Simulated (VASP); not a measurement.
**Sn: relaxation of cell and atoms with LDA**

Sn:

```
CELL_PARAMETERS angstrom
-2.91964 2.91964 1.59380
2.91964 -2.91964 1.59380
2.91964 2.91964 -1.59380
ATOMIC_POSITIONS crystal
Sn 0.00000 0.00000 0.00000
Sn 0.75000 0.25000 0.50000
```

```yaml
Program: VASP 6.6.1
Task: relaxation of cell and atoms
Functional: LDA
Potentials_or_basis: VASP PAW LDA potentials, release 64 (Sn_d)
Cutoff: 600 eV
k_mesh: 12 × 12 × 12
Occupations: gaussian, width 0.03 eV
Spin: no spin polarisation
Further_INCAR_settings: ALGO = Normal; EDIFF = 1e-06; IBRION = 2; EDIFFG = -0.01; NSW = 90; ISIF = 3
```

```yaml
Relaxed_volume: 26.15 Å³/atom
Relaxed_cell: a = 4.376 Å, b = 4.376 Å, c = 4.376 Å, α = 97.36°, β = 97.36°, γ = 138.06°
Space_group_after_relaxing_to_0.05_Å: I4_1/amd (No. 141)
Energy_gained_by_relaxing: 6.7 meV/atom
Ionic_steps: 9
Pressure_after_relaxing: 0.0 GPa
Band_gap_on_the_k_mesh: none (metal or under the smearing width)
```

Step by step:
```tsv
step	energy change (eV)	largest force (eV/Å)	pressure (GPa)	volume (Å³)
1	0.0000	0.0000	-2.03	54.34
2	-0.0113	0.0000	0.84	51.67
3	-0.0130	0.0000	0.01	52.36
4	-0.0130	0.0000	0.08	52.33
5	-0.0133	0.0000	0.04	52.31
6	-0.0134	0.0000	0.04	52.30
7	-0.0133	0.0000	0.03	52.29
8	-0.0134	0.0000	0.07	52.30
9	-0.0134	0.0000	0.05	52.30
```

Final structure:
```
Sn
1.0
    -2.88942    2.88942    1.56610
     2.88942   -2.88942    1.56610
     2.88942    2.88942   -1.56610
Sn
2
Direct
  0.00000 0.00000 0.00000
  0.75000 0.25000 0.50000
```

Levels at points of the mesh, in eV from the Fermi level:
| k point | band 11 | band 12 | band 13 | band 14 | band 15 | band 16 | band 17 | band 18 |
| --- | --- | --- | --- | --- | --- | --- | --- | --- |
| (0.00, 0.00, 0.00) | -11.43 | -3.67 | -2.09 | -2.09 | 3.00 | 6.30 | 6.30 | 7.10 |
| (0.50, 0.00, 0.00) | -7.02 | -5.52 | -2.34 | -1.80 | -1.18 | 2.28 | 2.90 | 4.83 |
| (0.50, 0.50, 0.00) | -9.13 | -9.13 | 0.57 | 0.57 | 1.60 | 1.60 | 6.20 | 6.20 |
| (0.50, 0.50, 0.50) | -7.72 | -7.72 | -5.00 | -5.00 | 5.24 | 5.24 | 9.56 | 9.56 |

Run time: 7 min on 1 thread of Intel(R) Xeon(R) Platinum 8488C (Sapphire Rapids), on a shared host, peak memory 0.3 GiB.

LDA usually gives volumes a few per cent too small. Zero-point motion and thermal expansion aren't in these numbers.
